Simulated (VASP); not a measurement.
Data:

```yaml
crystal:
  lattice:
    - [0.00000, 2.76964, 2.76964]
    - [2.76964, 0.00000, 2.76964]
    - [2.76964, 2.76964, 0.00000]
  atoms:
    - { symbol: Na, position: [0.00000, 0.00000, 0.00000] }
    - { symbol: Cl, position: [0.50000, 0.50000, 0.50000] }
```

Computed with r2SCAN meta-GGA, VASP's PBE PAW potentials (set 64) (plane waves; VASP). Settings: 520 eV cut-off, 8×8×8 Γ-centred mesh, Gaussian smearing of 0.050 eV, potentials Na_pv Cl.

**Question.** Predict the energy per atom (σ→0), band gap (on the k-mesh) with the smallest direct gap where there is one.

**Answer.** 
```
Property                                     Result
-----------------------------------  --------------
band gap (on the k-mesh)                    6.15 eV
smallest direct gap (on the k-mesh)         6.15 eV
energy per atom (σ→0)                -6.893 eV/atom
```

Total energies compare only between runs with the same potentials, cut-off and functional.

The compound is NaCl in the rock salt structure. This cell is one point of a volume scan, at 0.97 of the reference volume.
